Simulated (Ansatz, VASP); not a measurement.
## Cross-check of Ca2TeS between VASP and Ansatz

One calculation is typed for both programs; each brings its own data sets and cutoff. How far apart do they land? The cell is invented: As first built, before any earlier steps moved the atoms (in the runner's words): it takes the CdS structure with some of its atoms replaced by other elements, volume scaled by an estimate. It may not be a known or stable phase. The cell is taken from a series of VASP runs on this material, whose earlier steps may have relaxed, scaled or displaced it; both programs get it as it stands.

Calculated with Ansatz 0.2.0; plane waves, with VASP 6.6.1 beside it; band structure at PBE, single point at PBE and electric field gradients at PBE.

## Step 1: The structure

Symmetry: R3m, No. 160, trigonal system. Conventional cell: a = 4.688 Å, b = 4.688 Å, c = 23.621 Å, α = 90.00°, β = 90.00°, γ = 120.00°. Te has 4 Ca at 3.01 to 3.06 Å nearest. Ca has 3 S at 2.82 Å and 1 Te at 3.06 Å nearest. Nearest to Ca lie 1 S at 2.73 Å and 3 Te at 3.01 Å. S has 4 Ca at 2.73 to 2.82 Å nearest. As first built, before any earlier steps moved the atoms (in the runner's words): sites of the CdS structure (space group 216) filled with other elements, volume scaled by an estimate. Farther neighbours and most contacts between anions are not listed.

As a file:

```
Te Ca S
1.0
     2.34415    1.35339    7.87382
    -2.34415    1.35339    7.87382
     0.00000   -2.70679    7.87382
Te Ca S
1 2 1
Direct
  0.62173 0.62173 0.62173
  0.49199 0.49199 0.49199
  0.01042 0.01042 0.01042
  0.12586 0.12586 0.12586
```

## Step 2: VASP: band structure, PBE

Levels along a path test the potential and the projectors away from the mesh points.

Lines of VASP's logs that name or quote its potential files are left out, and so is its time.

INCAR reads:

```
SYSTEM = Ca2TeS
PREC = Accurate
ENCUT = 400
EDIFF = 1E-06
NELM = 100
ISMEAR = 0
SIGMA = 0.05
LREAL = .FALSE.
ALGO = Normal
GGA = PE
NBANDS = 30
LORBIT = 11
LWAVE = .FALSE.
LCHARG = .FALSE.
KPAR = 2
```

POSCAR reads:

```
Ca2TeS
1.0
    2.3441484068      1.3533946540      7.8738150273
   -2.3441484068      1.3533946540      7.8738150273
    0.0000000000     -2.7067893079      7.8738150273
Te Ca S
1 2 1
Direct
    0.6217341323      0.6217341323      0.6217341323
    0.4919858784      0.4919858784      0.4919858784
    0.0104183776      0.0104183776      0.0104183776
    0.1258616117      0.1258616117      0.1258616117
```

KPOINTS reads:

```
Automatic mesh
0
Gamma
5 5 5
0 0 0
```

KPOINTS_OPT reads:

```
Line mode
16
Line-mode
Reciprocal
  0.00000000   0.00000000   0.00000000 GAMMA
  0.50000000   0.00000000   0.00000000 L

  0.50000000   0.00000000   0.00000000 L
  0.50000000   0.18636308  -0.18636308 B1

  0.81363692   0.50000000   0.18636308 B
  0.50000000   0.50000000   0.50000000 Z

  0.50000000   0.50000000   0.50000000 Z
  0.00000000   0.00000000   0.00000000 GAMMA

  0.00000000   0.00000000   0.00000000 GAMMA
  0.34318154   0.00000000  -0.34318154 X

  0.65681846   0.34318154   0.00000000 Q
  0.50000000   0.50000000   0.00000000 F

  0.50000000   0.50000000   0.00000000 F
  0.65681846   0.65681846   0.18636308 P1

  0.65681846   0.65681846   0.18636308 P1
  0.50000000   0.50000000   0.50000000 Z

  0.50000000   0.00000000   0.00000000 L
  0.81363692   0.34318154   0.34318154 P
```

PAW data sets: Te, Ca_sv and S (PBE family, release 64).

The run is started by

```
> mpirun -np 2 vasp_std
```

Numbers of over 12 decimals in the logs are rounded to 6 here.

Log:

```text
[banner, memory and clock lines left out]
running    2 mpi-ranks, on    1 nodes
 distrk:  each k-point on    1 cores,    2 groups
 distr:  one band on    1 cores,    1 groups

 POSCAR found type information on POSCAR TeCaS
 POSCAR found :  3 types and       4 ions
 LDA part: xc-table for (Slater+PW92), standard interpolation
 POSCAR, INCAR and KPOINTS ok, starting setup
 FFT: planning ... GRIDC
 FFT: planning ... GRID_SOFT
 FFT: planning ... GRID
 WAVECAR not read
 entering main loop
       N       E                     dE             d eps       ncg     rms          rms(c)
DAV:   1     0.216073575774E+03    0.21607E+03   -0.11930E+04  1180   0.764E+02
DAV:   2    -0.190667809233E+01   -0.21798E+03   -0.20754E+03  1304   0.235E+02
DAV:   3    -0.175252546514E+02   -0.15619E+02   -0.15461E+02  1842   0.520E+01
DAV:   4    -0.184735510953E+02   -0.94830E+00   -0.94080E+00  1740   0.108E+01
DAV:   5    -0.184963863050E+02   -0.22835E-01   -0.22834E-01  1626   0.160E+00    0.658E+00
DAV:   6    -0.176110379030E+02    0.88535E+00   -0.13184E+00  1368   0.353E+00    0.423E+00
DAV:   7    -0.175349132186E+02    0.76125E-01   -0.40900E-01  1456   0.239E+00    0.230E+00
DAV:   8    -0.175591612417E+02   -0.24248E-01   -0.81083E-02  1440   0.139E+00    0.478E-01
DAV:   9    -0.175580507318E+02    0.11105E-02   -0.68192E-03  1464   0.420E-01    0.224E-01
DAV:  10    -0.175603356305E+02   -0.22849E-02   -0.25574E-03  1356   0.175E-01    0.919E-02
DAV:  11    -0.175614611269E+02   -0.11255E-02   -0.97096E-04  1358   0.116E-01    0.529E-02
DAV:  12    -0.175615806691E+02   -0.11954E-03   -0.19552E-04  1442   0.495E-02    0.182E-02
DAV:  13    -0.175616049599E+02   -0.24291E-04   -0.43473E-05  1550   0.257E-02    0.108E-02
DAV:  14    -0.175616050601E+02   -0.10020E-06   -0.50490E-06  1384   0.844E-03
   1 F= -.17561605E+02 E0= -.17561605E+02  d E =-.715311E-17
 Start KPOINTS_OPT (optional k-point list driver)
k-point batch [1-19\144]
       N       E                     dE             ncg
DAV:   1    -0.379556139849E+04   -0.11777E+05     1164
DAV:   2    -0.789260432956E+04   -0.40970E+04     1354
DAV:   3    -0.816419708387E+04   -0.27159E+03     1810
DAV:   4    -0.818168336381E+04   -0.17486E+02     1784
DAV:   5    -0.818206206932E+04   -0.37871E+00     1650
DAV:   6    -0.818206587297E+04   -0.38037E-02     1648
DAV:   7    -0.818206599378E+04   -0.12081E-03     1706
DAV:   8    -0.818206599550E+04   -0.17222E-05     1384
DAV:   9    -0.818206599562E+04   -0.11895E-06     1078
[...]
k-point batch [134-144\144]
       N       E                     dE             ncg
DAV:   1     0.197333386322E+04   -0.10766E+05      676
DAV:   2    -0.344268899796E+03   -0.23176E+04      776
DAV:   3    -0.505251471314E+03   -0.16098E+03     1034
DAV:   4    -0.516201939877E+03   -0.10950E+02     1050
DAV:   5    -0.516439978169E+03   -0.23804E+00      924
DAV:   6    -0.516441668178E+03   -0.16900E-02      976
DAV:   7    -0.516441719224E+03   -0.51047E-04      964
DAV:   8    -0.516441720697E+03   -0.14725E-05      856
DAV:   9    -0.516441720756E+03   -0.59712E-07      538
```

OUTCAR, selected parts (step 2):

```text
ion  position               nearest neighbor table
   1  0.622  0.622  0.622-   3 3.01   3 3.01   3 3.01   2 3.06
   2  0.492  0.492  0.492-   4 2.82   4 2.82   4 2.82   1 3.06
   3  0.010  0.010  0.010-   4 2.73   1 3.01   1 3.01   1 3.01
   4  0.126  0.126  0.126-   3 2.73   2 2.82   2 2.82   2 2.82

  LATTYP: Found a trigonal (rhomboedric) cell.
 ALAT       =     8.3260838290
 COS(alpha) =     0.8414673776

 Subroutine GETGRP returns: Found  6 space group operations
 (whereof  6 operations were pure point group operations)

The static configuration has the point symmetry C_3v.

 Found     19 irreducible k-points:

   k-points           NKPTS =     19   k-points in BZ     NKDIM =     19   number of bands    NBANDS=     30

   dimension x,y,z NGX =    54 NGY =   54 NGZ =   54
   dimension x,y,z NGXF=   108 NGYF=  108 NGZF=  108

   ENCUT  =  400.0 eV  29.40 Ry    5.42 a.u.  13.58 13.58 13.58*2*pi/ulx,y,z

   NELECT =      32.0000    total number of electrons

 k-points in reciprocal lattice and weights: Automatic mesh
   0.00000000  0.00000000  0.00000000       0.008
   0.20000000 -0.00000000 -0.00000000       0.048
   0.40000000  0.00000000  0.00000000       0.048
   0.20000000  0.20000000 -0.00000000       0.048
   0.40000000  0.20000000  0.00000000       0.096
  -0.40000000  0.20000000 -0.00000000       0.096
  -0.20000000  0.20000000  0.00000000       0.048
   0.40000000  0.40000000  0.00000000       0.048
  -0.40000000  0.40000000  0.00000000       0.048
[...]
0.40000000  0.40000000  0.40000000       0.016
  -0.40000000  0.40000000  0.40000000       0.048

 average (electrostatic) potential at core
       1 -91.0712       2 -48.0560       3 -47.5664       4 -88.6310

 E-fermi :   1.3474

 k-point     1 :       0.0000    0.0000    0.0000
  band No.  band energies     occupation
    ...
     12      -0.2442      2.00000
     13      -0.2442      2.00000
     14       0.2172      2.00000
     15       1.0530      2.00000
     16       1.0530      2.00000
     17       3.4296      0.00000
     18       5.2717      0.00000
     19       5.4994      0.00000
     20       5.4994      0.00000
     21       5.5811      0.00000
    ...

 k-point     2 :       0.2000   -0.0000   -0.0000
  band No.  band energies     occupation
    ...
     12      -0.5484      2.00000
     13      -0.2165      2.00000
     14       0.2411      2.00000
     15       0.4349      2.00000
     16       0.9992      2.00000
     17       4.0582      0.00000
     18       4.8758      0.00000
     19       5.0751      0.00000
     20       5.3650      0.00000
     21       5.5659      0.00000
    ...

 k-point     3 :       0.4000    0.0000    0.0000
  band No.  band energies     occupation
    ...
     12      -0.3970      2.00000
     13      -0.2958      2.00000
     14      -0.1733      2.00000
     15       0.2665      2.00000
     16       0.9094      2.00000
     17       4.0545      0.00000
     18       4.5016      0.00000
     19       5.0588      0.00000
     20       5.4641      0.00000
     21       5.6033      0.00000
    ...

  Total       -0.0325348     -0.0325348      0.0117499     -0.0000000      0.0000000      0.0000000
  in kB       -0.3477867     -0.3477867      0.1256024     -0.0000000      0.0000000      0.0000000
  external PRESSURE =      -0.1899903 kB  Pullay stress =       0.0000000 kB

  energy-cutoff  :      400.00
  volume of cell :      149.88
      direct lattice vectors                 reciprocal lattice vectors
     2.344148407  1.353394654  7.873815027     0.213297076  0.123147129  0.042334413
    -2.344148407  1.353394654  7.873815027    -0.213297076  0.123147129  0.042334413
     0.000000000 -2.706789308  7.873815027     0.000000000 -0.246294259  0.042334413

 POSITION                                       TOTAL-FORCE (eV/Angst)
 -----------------------------------------------------------------------------------
      0.00000      0.00000     14.68626         0.000000     -0.000000     -0.005312
      0.00000      0.00000     11.62142         0.000000      0.000000      0.000197
      0.00000      0.00000      0.24610         0.000000     -0.000000     -0.003725
      0.00000      0.00000      2.97303         0.000000      0.000000      0.008839
 -----------------------------------------------------------------------------------
    total drift:                               -0.000000      0.000000     -0.000789

  FREE ENERGIE OF THE ION-ELECTRON SYSTEM (eV)
  ---------------------------------------------------
  free  energy   TOTEN  =       -17.5616050601 eV

  energy  without entropy=      -17.5616050601  energy(sigma->0) =      -17.56160506

 total charge
# of ion       s       p       d       tot
------------------------------------------
    1        1.338   2.173   0.004   3.514
    2        2.037   5.843   0.212   8.091
    3        2.047   5.850   0.248   8.144
    4        1.315   2.444   0.000   3.759
--------------------------------------------------
tot          6.736  16.309   0.463  23.508

[... 3 further parts left out ...]
```

Spin-orbit coupling is off here; with elements this heavy it splits and shifts levels by tenths of an eV or more.

## Step 3: Ansatz: band structure, PBE

Ansatz runs on its default PAW (the set named soft_2) files.

The same cell, functional, mesh and smearing now go to Ansatz, which takes its cutoff from its data sets.

input.yaml reads:

```yaml
crystal:
  lattice:
    - [2.3441484068, 1.353394654, 7.8738150273]
    - [-2.3441484068, 1.353394654, 7.8738150273]
    - [0.0, -2.7067893079, 7.8738150273]
  atoms:
    - { symbol: Te, position: [0.6217341323, 0.6217341323, 0.6217341323] }
    - { symbol: Ca, position: [0.4919858784, 0.4919858784, 0.4919858784] }
    - { symbol: Ca, position: [0.0104183776, 0.0104183776, 0.0104183776] }
    - { symbol: S, position: [0.1258616117, 0.1258616117, 0.1258616117] }
hamiltonian:
  xc: pbe
  pseudopotentials: { kind: paw }
kpoints:
  mp_grid: { grid: [5, 5, 5] }
  band_path:
    path:
      - [0.0, 0.0, 0.0]
      - [0.13333, 0.0, 0.0]
      - [0.3, 0.0, 0.0]
      - [0.46667, 0.0, 0.0]
      - [0.5, 0.03727, -0.03727]
      - [0.5, 0.09939, -0.09939]
      - [0.5, 0.16151, -0.16151]
      - [0.77182, 0.5, 0.22818]
      - [0.66727, 0.5, 0.33273]
      - [0.56273, 0.5, 0.43727]
      - [0.5, 0.5, 0.5]
      - [0.46667, 0.46667, 0.46667]
      - [0.3, 0.3, 0.3]
      - [0.13333, 0.13333, 0.13333]
      - [0.0, 0.0, 0.0]
      - [0.11439, 0.0, -0.11439]
      - [0.20591, 0.0, -0.20591]
      - [0.3203, 0.0, -0.3203]
      - [0.62545, 0.37455, 0.0]
      - [0.57318, 0.42682, 0.0]
      - [0.52091, 0.47909, 0.0]
      - [0.52091, 0.52091, 0.02485]
      - [0.57318, 0.57318, 0.08697]
      - [0.62545, 0.62545, 0.14909]
      - [0.64636, 0.64636, 0.20727]
      - [0.59409, 0.59409, 0.31182]
      - [0.54182, 0.54182, 0.41636]
      - [0.5, 0.0, 0.0]
      - [0.60455, 0.11439, 0.11439]
      - [0.70909, 0.22879, 0.22879]
      - [0.81364, 0.34318, 0.34318]
    npoints: 1
scf:
  occupations: { method: gaussian, width: 0.05 }
  n_extra_bands: 8
output:
  forces: true
  stress: true
  eigenvalues: true
```

The run is started by

```
> ansatz run input.yaml --threads 2 --pin off --max-ram 4608MiB --backend cpu --events-out ev --progress --plain --runs-dir out
```

Log:

```text
basis.fft_grid_basis auto: the FFT boxes are laid along the combinations [[1, 0, -1], [0, 1, -1], [0, 0, 1]] of the cell's own vectors, 4.688, 4.688 and 8.326 Å long. The dense box has 32×32×60 points. Along the cell's own vectors, as sized, it would have 60×60×60, 3.52 times as many. Of the 6 symmetry operations that the crystal satisfies within crystal.symmetry.tolerance (time reversal apart; of a slab, those that  [...]
scf.n_extra_bands = 8 over 21 filled bands (N_el = 42.0): the run solves 29 bands
Engine: ansatz 0.2.0, aarch64-unknown-linux-gnu
Pseudopotentials: kind: paw
Pseudopotential: Te, paw, valence charge 16, recommended cutoff 420 eV (normal), Te.paw.azcp
Pseudopotential: Ca, paw, valence charge 10, recommended cutoff 420 eV (normal), Ca.paw.azcp
Pseudopotential: S, paw, valence charge 6, recommended cutoff 420 eV (normal), S.paw.azcp
Functional definition: PBE
  parameter kappa = 0.804
  parameter beta = 0.066725
  exchange = pbe_x(kappa = kappa, mu = beta*pi^2/3)
  correlation = pbe_c(beta = beta)
Crystal: 4 atoms, lattice volume = 149.881 Å³
Basis set: ecut = 420 eV, 2925 PW (Γ), FFT grids on a1−a3, a2−a3, a3, exchange–correlation on 64×64×120 points (8 copies of the dense FFT grid, shifted against one another)
Bands: 29, of which v1, the nominal top of the filled ones, is band 21 counted from 1 (20 counted from 0)
Symmetry: 6 space group operations
Space group: R3m (ITA 160), of the structure as read, at distance tolerance 5.3e-5 Å
k-points: 19 of 125 (time reversal used)
Non-local potential: Te, projectors of the file, l = 0: 2, l = 1: 2, l = 2: 2, l = 3: 2
Non-local potential: Ca, projectors of the file, l = 0: 3, l = 1: 2, l = 2: 2
Non-local potential: S, projectors of the file, l = 0: 2, l = 1: 2, l = 2: 2
PAW form: soft (Blöchl's): semilocal exchange-correlation on the pseudo side does not see the compensation charge
PAW one-centre angular grid: Te, 590 points (default); XC on 64 Gauss nodes
PAW one-centre angular grid: Ca, 110 points (default); XC on 64 Gauss nodes
PAW one-centre angular grid: S, 110 points (default); XC on 64 Gauss nodes
Initial density: superposition of atomic densities (neutral atoms: chi_scale 0, normalization atom), corrected by the library's trained network
Initial wavefunctions: pseudopotential atomic-orbital guess
Functional: x = pbe(κ = 0.804, μ = 0.219515), c = pbe(β = 0.066725)
SCF iter   1: F=—  HF=-11522.214603 eV  |F-HF|=—  |Δ(HF+E_count)|=         —  Δρ=1.19e-3  dr2=5.67e-3  ethr=1.77e-3  ⟨swp⟩=9.5  Hψ=3278  notcnv=0  defer=1
preconditioner: auto → Resta (q_TF=auto, 2.207 Å⁻¹)  ε∞=3.5  [insulator: Δε(μ)=2.332 eV  Ē_g=7.707 eV  σ=0.050 eV  W_gap=1.00  n_scr=28 (ndim 8)  ℏωp=12.1 eV  f_vac=0.121  D(μ)=0.00/eV (n_scr^D=0)  ε∞_Penn≈3.5]
SCF iter   2: F=—  HF=-11522.214672 eV  |F-HF|=—  |Δ(HF+E_count)|=   6.91e-5  Δρ=5.50e-4  dr2=1.08e-3  ethr=1.35e-5  ⟨swp⟩=2.1  Hψ=987  notcnv=0  defer=10
SCF iter   3: F=—  HF=-11522.214831 eV  |F-HF|=—  |Δ(HF+E_count)|=   1.59e-4  Δρ=2.36e-4  dr2=2.26e-4  ethr=2.58e-6  ⟨swp⟩=2.0  Hψ=650  notcnv=0  defer=10
SCF iter   4: F=—  HF=-11522.214927 eV  |F-HF|=—  |Δ(HF+E_count)|=   9.67e-5  Δρ=8.11e-5  dr2=1.98e-5  ethr=5.39e-7  ⟨swp⟩=2.0  Hψ=634  notcnv=0  defer=10
SCF iter   5: F=—  HF=-11522.214923 eV  |F-HF|=—  |Δ(HF+E_count)|=   4.31e-6  Δρ=2.41e-5  dr2=1.73e-6  ethr=4.72e-8  ⟨swp⟩=2.0  Hψ=770  notcnv=0  defer=10
SCF iter   6: F=—  HF=-11522.214925 eV  |F-HF|=—  |Δ(HF+E_count)|=   2.45e-6  Δρ=9.31e-6  dr2=2.76e-7  ethr=4.12e-9  ⟨swp⟩=2.0  Hψ=669  notcnv=0  defer=10
SCF iter   7: F=-11522.214926 eV  HF=-11522.214926 eV  |F-HF|=2.21e-8  |Δ(HF+E_count)|=   2.36e-7  Δρ=3.15e-6  dr2=3.80e-8  ethr=2.38e-10  ⟨swp⟩=10.9  Hψ=2774  notcnv=0
SCF 1 converged in 7 iterations: F = -11522.214926 eV  dr2 = 3.80e-8
  greatest PAW one-centre occupation: 0.998 electrons in one spin orbital (limit 2), on the Te atom at site 0 (counted from 0), in its partial waves of l = 2
NSCF: frozen V_eff on 31 k-points
SCF converged after 7 iterations
Free energy (F): -11522.214926 eV
Harris-Foulkes:  -11522.214926 eV  (|F-HF|=2.21e-8)
Internal energy: -11522.214926 eV  (E = F + TS)
E sigma→0 (E₀):  -11522.214926 eV
Fermi energy:    4.715442 eV
--- Per-component energies (eV) ---
  E_band       = -661.995883
  E_kinetic    = 843.304728
  E_local      = -3748.073382  (includes V_loc(G=0)·N_el)
  E_nonlocal   = -154.342166
  E_hartree    = 1723.693102
  E_xc         = -496.861533
  E_vxc        = -535.114093  (∫ρ·V_xc dr)
  E_paw        = -6979.999167  (= ΣΔE_a)
  E_vpaw       = -515.160211  (= ΣTr[D̂ρ^β])
  E_aug_tail   = -0.000191  (compensation charges beyond the density's cutoff)
  E_ewald      = -2709.936317
  E_smearing   = -0.000000  (= −TS)
  E_closure    = 0.000000  (closes the sum)
  Σ components = -11522.214926   (vs F -11522.214926, Δ=0.00e0)
--- Forces (eV/Å), atoms counted from 1 ---
  atom   1  Te     0.00000000     0.00000000     0.00078154
  atom   2  Ca     0.00000000     0.00000000     0.00238140
  atom   3  Ca     0.00000000    -0.00000000    -0.00628276
  atom   4  S      0.00000000     0.00000000     0.00322598
  max |Σ_I F_I| component: 1.06e-4 eV/Å
--- Stress (GPa, compression-positive) ---
       -0.107570       0.000000       0.000000
        0.000000      -0.107570       0.000000
        0.000000       0.000000      -0.070609
  P = ⅓ Tr σ = -0.0952 GPa (-0.952 kbar)
--- Band table (eV; the first three rows and the last of 19) ---
  k-point 0: bands = [... 17 lower, 2.2248, 2.6861, 3.5211, 3.5211, 5.9004, 7.7413, 7.9649, 7.9649, ... 4 higher]
  k-point 1: bands = [... 17 lower, 2.2521, 2.7097, 2.9042, 3.4670, 6.5283, 7.3451, 7.5453, 7.8306, ... 4 higher]
  k-point 2: bands = [... 17 lower, 2.1740, 2.2947, 2.7341, 3.3769, 6.5261, 6.9725, 7.5255, 7.9297, ... 4 higher]
  k-point 18: bands = [... 17 lower, 2.2541, 2.4702, 3.0374, 3.4732, 6.9400, 7.4304, 7.5667, 7.9306, ... 4 higher]
```

Run time: 15 s. Hardware: 2 threads of Arm Neoverse N1, shared host; peak memory 0.37 GiB; 29 s of CPU time.

## Step 4: Side by side

Known differences besides the potentials themselves: the data sets hold 42 valence electrons in Ansatz (default PAW (the set named soft_2) files) and 32 in VASP; the cutoff is 420 eV in Ansatz and 400 eV in VASP; VASP leaves aspherical gradient terms in its spheres out (LASPH is not set), Ansatz keeps them. Total energies have different zeros and are not compared.

The two programs side by side:

```
                     quantity  Ansatz   VASP  difference
               pressure (GPa)   -0.10  -0.02       -0.08
gap over the path points (eV)   2.370  2.368      +0.003
```

Levels at points of the path, from each program's valence-band top (eV; 4 filled, then empty):

```
k (reciprocal lattice)                                  Ansatz                                    VASP
     0.000 0.000 0.000  -1.30 -0.84 -0.01 -0.01 2.37 4.21 4.43  -1.31 -0.84 -0.01 -0.01 2.37 4.21 4.44
     0.133 0.000 0.000  -1.29 -0.83 -0.34 -0.03 2.74 3.95 4.22  -1.29 -0.83 -0.34 -0.03 2.73 3.95 4.22
     0.300 0.000 0.000  -1.25 -1.07 -0.79 -0.11 3.04 3.70 3.95  -1.25 -1.07 -0.79 -0.11 3.04 3.70 3.95
     0.467 0.000 0.000  -1.35 -1.23 -0.81 -0.17 3.03 3.32 3.96  -1.35 -1.23 -0.81 -0.17 3.02 3.32 3.96
    0.500 0.037 -0.037  -1.34 -1.27 -0.78 -0.23 3.04 3.32 3.90  -1.34 -1.27 -0.78 -0.23 3.03 3.31 3.90
    0.500 0.099 -0.099  -1.40 -1.28 -0.70 -0.50 3.03 3.36 3.77  -1.40 -1.29 -0.70 -0.50 3.03 3.36 3.77
    0.500 0.162 -0.162  -1.51 -1.03 -0.74 -0.63 3.03 3.32 3.84  -1.52 -1.03 -0.74 -0.63 3.02 3.31 3.84
     0.772 0.500 0.228  -1.50 -0.83 -0.71 -0.61 3.03 3.37 3.89  -1.50 -0.83 -0.71 -0.61 3.02 3.37 3.89
     0.667 0.500 0.333  -1.31 -0.89 -0.70 -0.21 3.25 3.62 3.99  -1.31 -0.89 -0.70 -0.21 3.25 3.62 3.99
     0.563 0.500 0.437  -1.29 -1.20 -0.18 -0.02 3.64 3.96 4.01  -1.30 -1.20 -0.18 -0.02 3.64 3.96 4.00
```

At this near-relaxed geometry the largest component of a force difference is 6 meV/Å. Among the levels compared at these points, filled levels agree within 2 meV and empty ones within 5 meV.

(Continued in part 2 of 2.)

[Lines on the potential files, build, host, timing and source positions are cut from VASP's logs without a mark.]

[Logs are printed without paths, hosts, clocks, repeated set-up lines and the standing remarks that a program may print on its own settings, such as how far it seeks lower states.]

[Hosts, paths, dates, database ids (printed as entryN), source tags and the programs' standing remarks are cut or masked in the printed files.]
